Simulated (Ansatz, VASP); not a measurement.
NaHgH2: VASP beside Ansatz

INCAR

```
PREC = Accurate ; ENCUT = 520
EDIFF = 1E-6 ; ISMEAR = 0
SIGMA = 0.1 ; LREAL = False
LASPH = True ; NELM = 100
ALGO = Normal ; ISIF = 2
LWAVE = False ; LCHARG = False
GGA = PE ; NBANDS = 18
```

Contents of KPOINTS:

```
Automatic mesh
0
Gamma
  6 6 4
```

The input POSCAR:

```
NaHgH2
1.0
    3.0599564300      0.0000000000      0.0000000000
    0.0000000000      3.0599564300      0.0000000000
    0.0000000000      0.0000000000      6.1199128500
Na Hg H
1 1 2
Direct
    0.0000000000      0.0000000000      0.5000000000
    0.0000000000      0.0000000000      0.0000000000
    0.5000000000      0.5000000000      0.2500000000
    0.5000000000      0.5000000000      0.7500000000
```

Input for Ansatz:

```yaml
crystal:
  lattice:
    - [3.05995643, 0.0, 0.0]
    - [0.0, 3.05995643, 0.0]
    - [0.0, 0.0, 6.11991285]
  atoms:
    - { symbol: Na, position: [0.0, 0.0, 0.5] }
    - { symbol: Hg, position: [0.0, 0.0, 0.0] }
    - { symbol: H, position: [0.5, 0.5, 0.25] }
    - { symbol: H, position: [0.5, 0.5, 0.75] }
basis:
  ecutwfc: 420
kpoints:
  mp_grid: { grid: [6, 6, 4] }
hamiltonian:
  xc: pbe
scf:
  occupations: { method: gaussian, width: 0.1 }
  lower_state_search: "off"
output:
  forces: true
  stress: true
  eigenvalues: true
```

Alike in both runs: task single point; functional PBE; k mesh 6 × 6 × 4; occupations gaussian, width 0.1 eV; no spin polarisation.

|  | VASP | Ansatz |
| --- | --- | --- |
| version | VASP 6.6.1 | Ansatz 0.2.0 |
| potentials or method | VASP PAW PBE potentials, release 64 (Na_pv, Hg, H) | scalar-relativistic, plane waves, PAW |
| plane-wave cutoff (eV) | 520 | 420 |
| valence electrons in the cell | 21 | 31 |

Ansatz gave:

```
gap on the k mesh at the Fermi level (eV)       : none
pressure (GPa)                                  : 0.2
largest component of the traceless stress (GPa) : 2.57
rms of the force components (eV/Å)              : 0.090
```

**Question.** Estimate VASP's values.

**Answer.** gap on the k mesh at the Fermi level (eV): none; pressure (GPa): 0.3; largest component of the traceless stress (GPa): 2.64; rms of the force components (eV/Å): 0.093.

Atom by atom the forces differ by 0.003 eV/Å (rms over components). A gap of «none» marks a metal or a gap that the smearing closes. The functional is the same, so the differences come from potentials, cutoffs and numerics. The two sets of potentials don't hold the same shells in valence.

Spin-orbit coupling is left out, which matters for the levels of Hg.
